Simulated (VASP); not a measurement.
Method: PBEsol GGA, VASP's PBE PAW potentials (set 64) (plane waves; VASP 6.6.1).

Gaps are without spin-orbit coupling.

Task: Order these relaxed crystals by band gap, smallest first: ZnCd3S4, P-43m (215); PbF2, Fm-3m (225); SrCl2, Fm-3m (225); AgBr, Fm-3m (225).

Result: AgBr, Fm-3m (225) (0.50 eV), ZnCd3S4, P-43m (215) (1.21 eV), PbF2, Fm-3m (225) (4.30 eV), SrCl2, Fm-3m (225) (5.22 eV)
